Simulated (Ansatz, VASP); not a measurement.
# AgB: VASP beside Ansatz

Aim: how closely do two programs agree when they are given the same cell, functional and k mesh? The cell is generated by rule, not measured, and may not be a known phase. The cell is taken from a series of runs on this material, whose earlier steps may have relaxed, scaled, displaced or heated it; both programs get it as it stands.

Main program and level: Ansatz 0.2.0; plane waves, with VASP 6.6.1 beside it; zone-centre phonons at PBEsol.

The structure was built from a prototype and need not be the compound's stable phase.

## 1. The structure

The structure is trigonal, space group R-3m (No. 166). Conventional cell: a = 3.751 Å, b = 3.751 Å, c = 13.483 Å, α = 90.00°, β = 90.00°, γ = 120.00°. B has 4 Ag at 2.17 to 2.25 Å and 3 B at 2.17 Å nearest. Ag has 2 B at 2.25 Å nearest. Ag has 6 B at 2.17 Å nearest. Farther neighbours are not listed.

Coordinates:

```cif
data_structure
_symmetry_space_group_name_H-M 'R-3m:H'
_symmetry_Int_Tables_number 166
_cell_length_a 3.7507
_cell_length_b 3.7507
_cell_length_c 13.4831
_cell_angle_alpha 90.000
_cell_angle_beta 90.000
_cell_angle_gamma 120.000
_cell_volume 164.26
loop_
_atom_site_label
_atom_site_type_symbol
_atom_site_symmetry_multiplicity
_atom_site_Wyckoff_symbol
_atom_site_fract_x
_atom_site_fract_y
_atom_site_fract_z
_atom_site_occupancy
B1 B 6 c 0.00000 0.00000 0.33325 1
Ag1 Ag 3 b 0.33333 0.66667 0.16667 1
Ag2 Ag 3 a 0.00000 0.00000 0.00000 1
```

## 2. Ansatz: zone-centre phonons, PBEsol

Ansatz runs on its default PAW (the set named soft_2) files.

Second derivatives magnify differences that forces hide, and they need a tight electronic threshold.

Contents of input.yaml:

```yaml
crystal:
  lattice:
    - [1.8753303525, 1.0827224838, 4.4943523084]
    - [-1.8753303525, 1.0827224838, 4.4943523084]
    - [0.0, -2.1654449676, 4.4943523084]
  atoms:
    - { symbol: B, position: [0.3332546409, 0.3332546409, 0.3332546409] }
    - { symbol: B, position: [0.6667453591, 0.6667453591, 0.6667453591] }
    - { symbol: Ag, position: [0.5, 0.5, 0.5] }
    - { symbol: Ag, position: [0.0, 0.0, 0.0] }
kpoints:
  mp_grid: { grid: [12, 12, 12] }
hamiltonian:
  xc: pbesol
scf:
  occupations: { method: methfessel_paxton, width: 0.15 }
output:
  eigenvalues: true
phonons:
  method: dfpt
```

On the command line:

```
$ ansatz run input.yaml --threads 4 --pin off --max-ram 7168MiB --backend cpu --events-out ev --progress --plain --runs-dir out
```

Numbers of over 12 decimals in the logs are rounded to 6 here.

What it wrote:

```text
Engine: ansatz 0.2.0, x86_64-unknown-linux-gnu
Pseudopotentials: kind: paw
Pseudopotential: B, paw, valence charge 3, recommended cutoff 420 eV (normal), B.paw.azcp
Pseudopotential: Ag, paw, valence charge 19, recommended cutoff 420 eV (normal), Ag.paw.azcp
Functional definition: PBEsol
  exchange = pbesol_x
  correlation = pbesol_c
Crystal: 4 atoms, lattice volume = 54.754 Å³
Basis set: ecut = 420 eV, 1101 PW (Γ), exchange–correlation on 72×72×72 points (8 copies of the dense FFT grid, shifted against one another)
Bands: 27, of which v1, the nominal top of the filled ones, is band 22 counted from 1 (21 counted from 0)
Symmetry: 12 space group operations
k-points: 476 of 1728 (irreducible under 2 space group operations, time reversal used)
Non-local potential: B, projectors of the file, l = 0: 2, l = 1: 2, l = 2: 1
Non-local potential: Ag, projectors of the file, l = 0: 3, l = 1: 2, l = 2: 2, l = 3: 1
PAW form: soft (Blöchl's): semilocal exchange-correlation on the pseudo side does not see the compensation charge
PAW frozen core: B, regenerated for the run's functional, and the local potential with it (the file was generated under x = pbe(κ = 0.804, μ = 0.219515), c = pbe(β = 0.066725))
PAW frozen core: Ag, regenerated for the run's functional, and the local potential with it (the file was generated under x = pbe(κ = 0.804, μ = 0.219515), c = pbe(β = 0.066725))
PAW one-centre angular grid: B, 110 points (default); XC on 64 Gauss nodes
PAW one-centre angular grid: Ag, 590 points (default); XC on 64 Gauss nodes
Initial density: superposition of atomic densities (neutral atoms: chi_scale 0, normalization atom), corrected by the library's trained network
Initial wavefunctions: pseudopotential atomic-orbital guess
Functional: x = pbesol(κ = 0.804, μ = 0.123457), c = pbesol(β = 0.046)
SCF iter   1: F=—  HF=-15345.573629 eV  |F-HF|=—  |Δ(HF+E_count)|=         —  Δρ=8.62e-3  dr2=4.93e-2  ethr=1.77e-3  ⟨swp⟩=5.0  Hψ=45496  notcnv=0
preconditioner: auto → Kerker (q_TF=auto, 2.631 Å⁻¹)  [metal: Δε(μ)=0.035 eV  Ē_g=9.219 eV  σ=0.150 eV  W_gap=0.20  n_scr=14 (ndim 8)  ℏωp=26.6 eV  f_vac=0.000  D(μ)=0.84/eV (n_scr^D=2)]
SCF iter   2: F=—  HF=-15345.564300 eV  |F-HF|=—  |Δ(HF+E_count)|=   9.33e-3  S|Δr|=    0.00e0  Δρ=4.86e-3  dr2=1.90e-2  ethr=1.12e-4  ⟨swp⟩=1.0  Hψ=16678  notcnv=0
SCF iter   3: F=—  HF=-15345.558791 eV  |F-HF|=—  |Δ(HF+E_count)|=   5.51e-3  S|Δr|=    0.00e0  Δρ=1.19e-3  dr2=1.16e-3  ethr=4.33e-5  ⟨swp⟩=2.0  Hψ=19128  notcnv=0
SCF iter   4: F=—  HF=-15345.558525 eV  |F-HF|=—  |Δ(HF+E_count)|=   2.66e-4  S|Δr|=    0.00e0  Δρ=4.93e-4  dr2=2.23e-4  ethr=2.63e-6  ⟨swp⟩=2.5  Hψ=21433  notcnv=0
SCF iter   5: F=—  HF=-15345.558485 eV  |F-HF|=—  |Δ(HF+E_count)|=   3.99e-5  S|Δr|=    0.00e0  Δρ=1.28e-4  dr2=1.65e-5  ethr=5.08e-7  ⟨swp⟩=2.7  Hψ=19066  notcnv=0
SCF iter   6: F=—  HF=-15345.558492 eV  |F-HF|=—  |Δ(HF+E_count)|=   7.04e-6  S|Δr|=    0.00e0  Δρ=8.92e-5  dr2=3.51e-6  ethr=3.74e-8  ⟨swp⟩=2.0  Hψ=18123  notcnv=0
SCF iter   7: F=—  HF=-15345.558489 eV  |F-HF|=—  |Δ(HF+E_count)|=   3.49e-6  S|Δr|=    0.00e0  Δρ=2.14e-5  dr2=4.06e-7  ethr=7.98e-9  ⟨swp⟩=2.1  Hψ=21990  notcnv=0
SCF iter   8: F=—  HF=-15345.558489 eV  |F-HF|=—  |Δ(HF+E_count)|=   9.70e-9  S|Δr|=    0.00e0  Δρ=6.26e-6  dr2=2.32e-8  ethr=9.22e-10  ⟨swp⟩=2.2  Hψ=15698  notcnv=0
SCF iter   9: F=—  HF=-15345.558489 eV  |F-HF|=—  |Δ(HF+E_count)|=   2.19e-9  S|Δr|=    0.00e0  Δρ=1.45e-6  dr2=1.12e-9  ethr=5.26e-11  ⟨swp⟩=2.5  Hψ=19651  notcnv=0
SCF iter  10: F=—  HF=-15345.558489 eV  |F-HF|=—  |Δ(HF+E_count)|=  4.11e-10  S|Δr|=    0.00e0  Δρ=2.65e-7  dr2=3.05e-11  ethr=2.55e-12  ⟨swp⟩=2.0  Hψ=16800  notcnv=0
SCF iter  11: F=-15345.558489 eV  HF=-15345.558489 eV  |F-HF|=1.82e-12  |Δ(HF+E_count)|=  1.27e-11  S|Δr|=    0.00e0  Δρ=5.53e-8  dr2=1.36e-12  ethr=1.00e-12  ⟨swp⟩=7.3  Hψ=54841  notcnv=0
SCF 1 converged in 11 iterations: F = -15345.558489 eV  dr2 = 1.36e-12
  greatest PAW one-centre occupation: 1.001 electrons in one spin orbital (limit 2), on the Ag atom at site 3 (counted from 0), in its partial waves of l = 0
DFPT response loops at Γ: preconditioner auto → Kerker (q_TF=auto, 2.631 Å⁻¹) (partly filled bands, converged f_vac=0.000); β = 1.00, the filter's whole step (`scf.mixing.beta` (0.50) is not read by the response loops under this deck's `scf.mixing.preconditioner`; to damp them name `kerker` or `kerker_dos`, under which they read `scf.mixing.beta`, and type it under 1.00, their step now; both keys bind the ground state too); Broyden in place of MSR1
SCF converged after 11 iterations
Stability not checked: this state was not tested for a lower state beside it, because cold or Methfessel-Paxton smearing, or corrected tetrahedra, fill the levels in a way that the test cannot read (fill_not_monotonic; see scf.lower_state_search)
Free energy (F): -15345.558489 eV
Harris-Foulkes:  -15345.558489 eV  (|F-HF|=1.82e-12)
Internal energy: -15345.558197 eV  (E = F + TS)
E sigma→0 (E₀):  -15345.558416 eV
Entropy (-TS):   -0.000292 eV (-0.073 meV/atom)
Fermi energy:    13.591774 eV
--- Per-component energies (eV) ---
  E_band       = -610.871666
  E_kinetic    = 1144.017876
  E_local      = -5527.050161  (includes V_loc(G=0)·N_el)
  E_nonlocal   = 184.607503
  E_hartree    = 2476.471673
  E_xc         = -429.258950
  E_vxc        = -542.359350  (∫ρ·V_xc dr)
  E_paw        = -7817.076169  (= ΣΔE_a)
  E_vpaw       = -823.031417  (= ΣTr[D̂ρ^β])
  E_aug_tail   = 0.000560  (compensation charges beyond the density's cutoff)
  E_ewald      = -5377.945428
  E_core_change = 0.674900  (= ΣΔE_core)
  E_smearing   = -0.000292  (= −TS)
  E_closure    = 0.000000  (closes the sum)
  Σ components = -15345.558489   (vs F -15345.558489, Δ=0.00e0)
--- Band table (eV; the first three rows and the last of 476) ---
  k-point 0: bands = [... 18 lower, 9.4000, 9.4270, 13.7378, 14.3775, 15.3925, 15.3925, 15.7377, 15.7377, ... 1 higher]
  k-point 1: bands = [... 18 lower, 9.3746, 9.9303, 13.6230, 14.3089, 14.3418, 14.4615, 16.8159, 16.8589, ... 1 higher]
  k-point 2: bands = [... 18 lower, 9.3290, 10.5490, 12.4445, 13.2397, 14.3775, 14.5675, 17.4385, 17.7509, ... 1 higher]
  k-point 475: bands = [... 18 lower, 8.9888, 8.9888, 14.4420, 15.3221, 15.3221, 15.8131, 15.8131, 17.0898, ... 1 higher]
--- Phonons (Γ-DFPT): 6 representative perturbations + reference, on 476 of 1728 k-points (Σ response iterations 21) ---
  k mesh reduced under 2 symmetry operations, with k and −k counted as one. Each operation leaves every solved perturbation unchanged. A smaller set is not used because it would not reduce the number of displacements times k-points to solve
  ASR residual: 4.002e-5 → 0.000e0 eV/Å²; symmetrization residual: 3.801e-6 eV/Å²
  ASR residual per site (eV/Å²): 1.40e-5 1.40e-5 1.59e-5 4.00e-5
  Γ frequencies (cm⁻¹): -75.58 -75.58 -71.25 0.00 0.00 0.00 289.07 356.77 366.78 366.78 430.94 430.94
  non-analytic LO–TO correction: not included (Born effective charges unavailable; polar crystals: no LO–TO splitting at Γ)
```

The column dr2 measures how far the density is from self-consistency, as an energy; F and HF (Harris–Foulkes) agree once it is small.

[end of part 1 of 3]

[Lines on the potential files, build, host, timing and source positions are cut from VASP's logs without a mark.]

[Logs are printed without paths, hosts, clocks, repeated set-up lines and the standing remarks that a program may print on its own settings, such as how far it seeks lower states.]

[Hosts, paths, dates, database ids (printed as entryN), source tags and the programs' standing remarks are cut or masked in the printed files.]
